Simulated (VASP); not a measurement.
# MnCuAs (P4/nmm) in VASP: a series of runs

One crystal, MnCuAs, is run at these levels: RPBE; tasks: single point.

Program: VASP 6.6.1. These are calculated values, not measurements. Logs are shortened: lines on timing, memory, paths and dates and some standing lists are left out, and cuts for length are marked.

**1. The crystal as given**

It takes space group P4/nmm (No. 129, tetragonal). The conventional cell has a = 3.699 Å, b = 3.699 Å, c = 6.408 Å, α = 90.00°, β = 90.00°, γ = 90.00°. Around As (site symmetry 4mm) lie 5 Mn at 2.49 to 2.64 Å and 4 Cu at 2.56 Å. Around Cu (site symmetry -4m2) lie 4 As at 2.56 Å and 4 Cu at 2.62 Å and 4 Mn at 2.84 Å. Mn (site symmetry 4mm) has 5 As at 2.49 to 2.64 Å and 4 Cu at 2.84 Å as nearest neighbours.

The cell is a database's computed one.

**2. Single point, RPBE, collinear spin, ferromagnetic start**

File INCAR:

```
SYSTEM = MnCuAs
PREC = Accurate
ENCUT = 520
EDIFF = 1E-6
ISMEAR = 0
SIGMA = 0.05
LREAL = .False.
LASPH = .True.
NELM = 150
ALGO = Fast
ISIF = 2
LWAVE = .False.
LCHARG = .True.
ISPIN = 2
MAGMOM = 0 0 0.6 0.6 4 4
LORBIT = 11
LMAXMIX = 4
GGA = RP
LELF = .True.
LVHAR = .True.
```

File KPOINTS:

```
Automatic mesh
0
Gamma
  7 7 4
  0 0 0
```

File POSCAR:

```
MnCuAs
3.6995
    0.999997567239      0.000000000000      0.000000000000
    0.000000000000      0.999997567239      0.000000000000
    0.000000000000      0.000000000000      1.732240032437
As Cu Mn
2 2 2
Direct
    0.5000000000      0.0000000000      0.2237540000
    0.0000000000      0.5000000000      0.7762460000
    0.5000000000      0.5000000000      0.5000000000
    0.0000000000      0.0000000000      0.5000000000
    0.5000000000      0.0000000000      0.8359800000
    0.0000000000      0.5000000000      0.1640200000
```

Potentials or basis: VASP PAW PBE potentials, release 54 (As, Cu, Mn_pv).

Command:

```bash
> cat potpaw_PBE.54/As/POTCAR potpaw_PBE.54/Cu/POTCAR potpaw_PBE.54/Mn_pv/POTCAR > POTCAR
> mpirun -np 1 vasp_std > vasp.out
```

OUTCAR:

```text
SYSTEM = MnCuAs
   PREC = Accurate
   ENCUT = 520
   EDIFF = 1E-6
   ISMEAR = 0
   LREAL = .False.
   LASPH = .True.
   NELM = 150
   ISIF = 2
   ISPIN = 2
   LORBIT = 11
   GGA = RP

 ion  position               nearest neighbor table
   1  0.500  0.000  0.224-   5 2.49   4 2.56   3 2.56   3 2.56   4 2.56   6 2.64   6 2.64   6 2.64
                             6 2.64
   2  0.000  0.500  0.776-   6 2.49   4 2.56   3 2.56   4 2.56   3 2.56   5 2.64   5 2.64   5 2.64
                             5 2.64
   3  0.500  0.500  0.500-   1 2.56   2 2.56   1 2.56   2 2.56   4 2.62   4 2.62   4 2.62   4 2.62
                             5 2.84   6 2.84   6 2.84   5 2.84
   4  0.000  0.000  0.500-   1 2.56   2 2.56   2 2.56   1 2.56   3 2.62   3 2.62   3 2.62   3 2.62
                             5 2.84   6 2.84   5 2.84   6 2.84
   5  0.500  0.000  0.836-   1 2.49   2 2.64   2 2.64   2 2.64   2 2.64   3 2.84   4 2.84   4 2.84
                             3 2.84
   6  0.000  0.500  0.164-   2 2.49   1 2.64   1 2.64   1 2.64   1 2.64   4 2.84   4 2.84   3 2.84
                             3 2.84

  LATTYP: Found a simple tetragonal cell.
 ALAT       =     3.6994910000
 C/A-ratio  =     1.7322442466

  Lattice vectors:

 A1 = (   3.6994910000,   0.0000000000,   0.0000000000)
 A2 = (   0.0000000000,   3.6994910000,   0.0000000000)
 A3 = (   0.0000000000,   0.0000000000,   6.4084220000)

Analysis of symmetry for initial positions (statically):
=====================================================================
 Subroutine PRICEL returns:
 Original cell was already a primitive cell.

 Routine SETGRP: Setting up the symmetry group for a
 simple tetragonal supercell.

 Subroutine GETGRP returns: Found 16 space group operations
 (whereof  8 operations were pure point group operations)
 out of a pool of 16 trial point group operations.

The static configuration has the point symmetry D_2d.
 The point group associated with its full space group is D_4h.

Analysis of symmetry for dynamics (positions and initial velocities):
=====================================================================
 Subroutine PRICEL returns:
 Original cell was already a primitive cell.

 Routine SETGRP: Setting up the symmetry group for a
 simple tetragonal supercell.

 Subroutine GETGRP returns: Found 16 space group operations
 (whereof  8 operations were pure point group operations)
 out of a pool of 16 trial point group operations.

The dynamic configuration has the point symmetry D_2d.
 The point group associated with its full space group is D_4h.

Analysis of structural, dynamic, and magnetic symmetry:
[... 161 lines left out ...]

 Free energy of the ion-electron system (eV)
  ---------------------------------------------------
  ext. energy  EPLUGINS =         0.00000000
  ---------------------------------------------------
  free energy    TOTEN  =       -32.39121443 eV

  energy without entropy =      -32.38668594  energy(sigma->0) =      -32.38895019

 E-fermi :   8.0825     XC(G=0): -11.7309

 val. band max:        8.0808734742   @ k =   0.0000   0.0000   0.2500
 cond. band min:       8.0965480651   @ k =   0.1429   0.0000   0.0000
 fundamental gap:      0.0156745909
 Fermi energy:         8.0824986809

 spin component 1

 k-point     1 :       0.0000    0.0000    0.0000
  band No.  band energies     occupation
      1     -42.0480      1.00000
      2     -42.0480      1.00000
      3     -42.0410      1.00000
      4     -42.0410      1.00000
      5     -41.8971      1.00000
      6     -41.8876      1.00000
[... 997 lines left out ...]
     38      12.4219      0.00000
     39      13.3711      0.00000

 [... further k-points ...]

 spin component 2

 k-point     1 :       0.0000    0.0000    0.0000
  band No.  band energies     occupation
      1     -38.2472      1.00000
      2     -38.2472      1.00000
      3     -38.2386      1.00000
      4     -38.2385      1.00000
      5     -38.2385      1.00000
      6     -38.2268      1.00000
[... 997 lines left out ...]
     38      13.0187      0.00000
     39      13.8144      0.00000

 [... further k-points ...]

------------------------ aborting loop because EDIFF is reached ----------------------------------------

  FORCE on cell =-STRESS in cart. coord.  units (eV):
  Direction    XX          YY          ZZ          XY          YZ          ZX
  --------------------------------------------------------------------------------------
  -------------------------------------------------------------------------------------
  Total        2.1905022      2.1905022      2.3670239      0.0000000     -0.0000000      0.0000000
  in kB       40.0146685     40.0146685     43.2392523      0.0000000     -0.0000000      0.0000000
  external PRESSURE =      41.0895298 kB  Pullay stress =       0.0000000 kB

 VOLUME and BASIS-vectors are now :
 -----------------------------------------------------------------------------
  energy-cutoff  :      520.00
  volume of cell :       87.71
      direct lattice vectors                 reciprocal lattice vectors
     3.699491000  0.000000000  0.000000000     0.270307456  0.000000000  0.000000000
     0.000000000  3.699491000  0.000000000     0.000000000  0.270307456  0.000000000
     0.000000000  0.000000000  6.408422000     0.000000000  0.000000000  0.156044655

 POSITION                                       TOTAL-FORCE (eV/Angst)
 -----------------------------------------------------------------------------------
      1.84975      0.00000      1.43391         0.000000     -0.000000      0.030813
      0.00000      1.84975      4.97451         0.000000     -0.000000     -0.030813
      1.84975      1.84975      3.20421         0.000000      0.000000      0.000000
      0.00000      0.00000      3.20421         0.000000     -0.000000      0.000000
      1.84975      0.00000      5.35731         0.000000     -0.000000      0.073526
      0.00000      1.84975      1.05111         0.000000     -0.000000     -0.073526
 -----------------------------------------------------------------------------------
    total drift:                                0.000000      0.000000      0.000000

  FREE ENERGIE OF THE ION-ELECTRON SYSTEM (eV)
  ---------------------------------------------------
  free  energy   TOTEN  =       -32.3912144345 eV

  energy  without entropy=      -32.3866859410  energy(sigma->0) =      -32.38895019

 total charge

# of ion       s       p       d       tot
------------------------------------------
    1        1.202   1.533   0.072   2.807
    2        1.202   1.533   0.072   2.807
    3        0.395   0.395   9.194   9.984
    4        0.395   0.395   9.194   9.984
    5        0.244   6.201   5.062  11.507
    6        0.244   6.201   5.062  11.507
--------------------------------------------------
tot          3.682  16.257  28.656  48.595

 magnetization (x)

# of ion       s       p       d       tot
------------------------------------------
    1        0.019  -0.056   0.004  -0.034
    2        0.019  -0.056   0.004  -0.034
    3       -0.010  -0.008   0.051   0.032
    4       -0.010  -0.008   0.051   0.032
    5        0.043   0.028   3.464   3.536
    6        0.043   0.028   3.464   3.536
--------------------------------------------------
tot          0.104  -0.073   7.037   7.068
```

stdout:

```text
POSCAR found type information on POSCAR AsCuMn
 POSCAR found :  3 types and       6 ions
 scaLAPACK will be used
 -----------------------------------------------------------------------------
|                                                                             |
|                                                                             |
|     You enforced a specific xc type in the INCAR file but a different       |
|     I HOPE YOU KNOW WHAT YOU ARE DOING!                                     |
|                                                                             |
 -----------------------------------------------------------------------------

 LDA part: xc-table for (Slater+PW92), standard interpolation
 POSCAR, INCAR and KPOINTS ok, starting setup
 FFT: planning ... GRIDC
 FFT: planning ... GRID_SOFT
 FFT: planning ... GRID
 WAVECAR not read
 entering main loop
```

Run time: 8.1 min. Hardware: 1 thread of AMD EPYC, shared host; peak memory 0.28 GiB.

Results:

```yaml
Free_energy: -32.3912 eV
Pressure: 4.1 GPa
Largest_force: 0.074 eV/Å
Band_gap_on_the_k_mesh: none (metal or under the smearing width)
Net_moment: 7.28 μB per cell
Site_moments: As -0.03; Cu +0.03; Mn +3.54 μB
Valence_electrons_inside_the_program's_atomic_spheres: As 2.81; Cu 9.98; Mn 11.51
```

Forces on the atoms (eV/Å):
```
As   0.000  0.000  0.031
As   0.000  0.000 -0.031
Cu   0.000  0.000  0.000
Cu   0.000  0.000  0.000
Mn   0.000  0.000  0.074
Mn   0.000  0.000 -0.074
```

Levels at points of the mesh, in eV from the Fermi level:
Spin up:
| k point | band 30 | band 31 | band 32 | band 33 | band 34 | band 35 | band 36 | band 37 |
| --- | --- | --- | --- | --- | --- | --- | --- | --- |
| (0.00, 0.00, 0.00) | -2.06 | -2.06 | 0.67 | 0.67 | 0.81 | 0.91 | 2.40 | 4.65 |
| (0.00, 0.00, 0.50) | -0.54 | -0.54 | -0.33 | -0.33 | -0.25 | 2.34 | 2.65 | 4.07 |
Spin down:
| k point | band 22 | band 23 | band 24 | band 25 | band 26 | band 27 | band 28 | band 29 |
| --- | --- | --- | --- | --- | --- | --- | --- | --- |
| (0.00, 0.00, 0.00) | -2.22 | -0.75 | -0.19 | -0.12 | -0.12 | -0.05 | -0.02 | -0.02 |
| (0.00, 0.00, 0.50) | -2.18 | -1.17 | -0.93 | -0.93 | 0.12 | 0.22 | 0.66 | 0.73 |

Caveat: the PAW data sets were made with another functional, which shifts forces and pressure a little; only a ferromagnetic start was run, and an antiferromagnetic order may lie lower in energy.

**3. Single point, RPBE, collinear spin, ferromagnetic start**

File run.py:

```python
from ase.calculators.vasp import Vasp
from ase.dft.bandgap import bandgap
from ase.io import read

atoms = read('MnCuAs.xyz')
atoms.set_initial_magnetic_moments([0.0, 0.0, 0.6, 0.6, 4.0, 4.0])
calc = Vasp(
    directory='calc',
    xc='rpbe',
    pp='PBE',
    setups='recommended',
    pp_version='54',
    prec='Accurate',
    encut=520,
    ediff=1e-06,
    ismear=0,
    sigma=0.05,
    lreal=False,
    lasph=True,
    nelm=120,
    algo='Normal',
    isif=2,
    lwave=False,
    lcharg=True,
    ispin=2,
    lorbit=11,
    lmaxmix=4,
    lelf=True,
    lvhar=True,
    kpts=[7, 7, 4],
    gamma=True,
)
atoms.calc = calc

print('energy (eV):', atoms.get_potential_energy())
print('free energy (eV):', atoms.get_potential_energy(force_consistent=True))
print('forces (eV/A):')
print(atoms.get_forces())
print('stress (eV/A^3, Voigt):', atoms.get_stress())
print('Fermi level (eV):', calc.get_fermi_level())
print('moment (muB):', atoms.get_magnetic_moment())
print('site moments (muB):', atoms.get_magnetic_moments())
gap, top, bottom = bandgap(calc)
print('band gap (eV):', gap, 'from (spin, k, band)', top, 'to', bottom)
```

File MnCuAs.xyz:

```xyz
6
Lattice="3.6994910000 0.0000000000 0.0000000000 0.0000000000 3.6994910000 0.0000000000 0.0000000000 0.0000000000 6.4084220000" Properties=species:S:1:pos:R:3 pbc="T T T"
As     1.8497455000      0.0000000000      1.4339100562
As     0.0000000000      1.8497455000      4.9745119438
Cu     1.8497455000      1.8497455000      3.2042110000
Cu     0.0000000000      0.0000000000      3.2042110000
Mn     1.8497455000      0.0000000000      5.3573126236
Mn     0.0000000000      1.8497455000      1.0511093764
```

Potentials or basis: VASP PAW PBE potentials, release 54 (As, Cu, Mn_pv).

Command:

```bash
> python run.py
```

Wall time 6.8 min (1 thread of AMD EPYC, shared host); peak memory 0.28 GiB.

It converged, with:

```yaml
Free_energy: -32.3912 eV
Pressure: 4.2 GPa
Largest_force: 0.074 eV/Å
Band_gap_on_the_k_mesh: none (metal or under the smearing width)
Net_moment: 7.28 μB per cell
Site_moments: As -0.03; Cu +0.03; Mn +3.54 μB
Valence_electrons_inside_the_program's_atomic_spheres: As 2.81; Cu 9.98; Mn 11.51
```

Forces in eV/Å, atoms in the order of the input:
```
As   0.000  0.000  0.030
As   0.000  0.000 -0.030
Cu   0.000  0.000  0.000
Cu   0.000  0.000  0.000
Mn   0.000  0.000  0.074
Mn   0.000  0.000 -0.074
```

Stress tensor (GPa, compression positive):
```
4.06 0.00 0.00
0.00 4.06 0.00
0.00 0.00 4.39
```

Levels at points of the mesh, in eV from the Fermi level:
Spin up:
```tsv
k point	band 31	band 32	band 33	band 34	band 35	band 36
(0.00, 0.00, 0.00)	-2.06	0.67	0.67	0.81	0.91	2.40
(0.00, 0.00, 0.50)	-0.54	-0.33	-0.33	-0.25	2.34	2.65
```
Spin down:
```
           k point  band 23  band 24  band 25  band 26  band 27  band 28
(0.00, 0.00, 0.00)    -0.75    -0.19    -0.12    -0.12    -0.05    -0.02
(0.00, 0.00, 0.50)    -1.17    -0.93    -0.93     0.12     0.22     0.66
```

Caveat: the PAW data sets were made with another functional, which shifts forces and pressure a little; only a ferromagnetic start was run, and an antiferromagnetic order may lie lower in energy.
